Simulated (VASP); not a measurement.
Consider the following.

```yaml
crystal:
  lattice:
    - [3.63883, 0.00000, 0.00000]
    - [0.00000, 3.63883, 0.00000]
    - [0.00000, 0.00000, 3.63883]
  atoms:
    - { symbol: La, position: [0.00000, 0.00000, 0.00000] }
    - { symbol: P, position: [0.50000, 0.50000, 0.50000] }
```

Computed with PBE GGA, VASP's PBE PAW potentials (set 64) (plane waves; VASP 6.6.1). Run with 400 eV cut-off, 11×11×11 Γ-centred mesh, tetrahedra with Blöchl corrections, potentials La P.

Problem. The job: LaP (relaxed from the CsCl type structure, space group Pm-3m), 2 atoms, PBE, static run, 400 eV, 11×11×11 Γ-centred mesh. Roughly how much core time does it take on a busy server core?

Solution. About 20 core-seconds (one run on a shared machine, a rough figure). It had 56 irreducible k-points, 12 bands, up to 895 plane waves and 17 electronic steps.

The structure was generated: LaP was put into the CsCl type type (Pm-3m), which need not be its known phase. It was relaxed first, which changed the volume by -29 %.
